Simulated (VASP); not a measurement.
```
Nd
1.0
    3.37092     0.00000     0.00000
    0.00000     3.37092     0.00000
    0.00000     0.00000     3.37092
Nd
1
Direct
  0.00000   0.00000   0.00000
```

Computed with r2SCAN meta-GGA, VASP's PBE PAW potentials (set 64) (plane waves; VASP). Settings: 400 eV cut-off, 10×10×10 Γ-centred mesh, first-order Methfessel-Paxton smearing of 0.10 eV, potentials Nd_3.

The 4f electrons are frozen in the core of the lanthanide potential, so 4f levels, which can set the real gap, and their magnetism are missing. Energy and stress use the plane-wave basis of the starting cell.

Question: The ions, cell shape and volume are relaxed. Predict the relaxed structure.

Answer: 
```
Nd
1.0
    3.26248     0.00000     0.00000
    0.00000     3.26248     0.00000
    0.00000     0.00000     3.26248
Nd
1
Direct
  0.00000   0.00000   0.00000
```
Space group Pm-3m (221), at a tolerance of 0.03 Å.

Question: How do energy and volume change from the first to the last step?

Answer: The energy (σ→0) changes by -26.8 meV/atom and the volume by -9.3 %, in 4 ionic steps.

The structure was generated: Nd was put into the simple-cubic type (Pm-3m), which need not be its known phase. This run relaxes it. Symmetry was kept, so distortions that lower it aren't found.
